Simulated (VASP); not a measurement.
Here is a VASP 6.6.1 calculation.

INCAR

```
ALGO     = Fast           # electronic algorithm
EDIFF    = 1E-6           # SCF threshold, eV
ENCUT    = 520            # plane-wave cutoff, eV
GGA      = PS             # functional
GGA_COMPAT= F            
ISIF     = 2              # what is computed and relaxed
ISMEAR   = -1             # smearing method
LASPH    = T              # aspherical terms in the spheres
LCHARG   = F              # write CHGCAR
LORBIT   = 11             # projections on sites
LREAL    = F              # projectors in reciprocal space
LSORBIT  = T              # spin-orbit coupling
LWAVE    = F              # write WAVECAR
MAGMOM   = 0 0 0 0 0 0 0 0 0 0 0 0 # initial moments
NELM     = 80             # most SCF steps
PREC     = Accurate       # precision mode
SIGMA    = 0.05           # smearing width, eV
```

KPOINTS

```
k-points
0
Gamma
  5 5 4
```

The input POSCAR:

```
Sr2SO
1.0
    4.0432370000      0.0000000000      0.0000000000
    0.0000000000      4.0432370000      0.0000000000
    0.0000000000      0.0000000000      5.7180000000
Sr S O
2 1 1
Direct
    0.5000000000      0.5000000000      0.5000000000
    0.0000000000      0.0000000000      0.0000000000
    0.0000000000      0.0000000000      0.5000000000
    0.5000000000      0.5000000000      0.0000000000
```

The input KPOINTS_OPT:

```
path GXMGZRAZ,XR,MA
15
line-mode
reciprocal
 0.0000000000  0.0000000000  0.0000000000  G
 0.0000000000  0.5000000000  0.0000000000  X

 0.0000000000  0.5000000000  0.0000000000  X
 0.5000000000  0.5000000000  0.0000000000  M

 0.5000000000  0.5000000000  0.0000000000  M
 0.0000000000  0.0000000000  0.0000000000  G

 0.0000000000  0.0000000000  0.0000000000  G
 0.0000000000  0.0000000000  0.5000000000  Z

 0.0000000000  0.0000000000  0.5000000000  Z
 0.0000000000  0.5000000000  0.5000000000  R

 0.0000000000  0.5000000000  0.5000000000  R
 0.5000000000  0.5000000000  0.5000000000  A

 0.5000000000  0.5000000000  0.5000000000  A
 0.0000000000  0.0000000000  0.5000000000  Z

 0.0000000000  0.5000000000  0.0000000000  X
 0.0000000000  0.5000000000  0.5000000000  R

 0.5000000000  0.5000000000  0.0000000000  M
 0.5000000000  0.5000000000  0.5000000000  A
```

Potentials or basis: VASP PAW PBE potentials, release 64 (Sr_sv, S, O).

Launch:

```bash
$ cat potpaw_PBE.64/Sr_sv/POTCAR potpaw_PBE.64/S/POTCAR potpaw_PBE.64/O/POTCAR > POTCAR
$ mpirun -np 1 vasp_ncl > vasp.out
```

**Question.** What does it give for the pressure?

**Answer.** -2.4 GPa.

Stress tensor (GPa, compression positive):
```
-2.46  0.00  0.00
 0.00 -2.46  0.00
 0.00  0.00 -2.34
```

Caveat: the PAW data sets were made with another functional, which shifts forces and pressure a little.
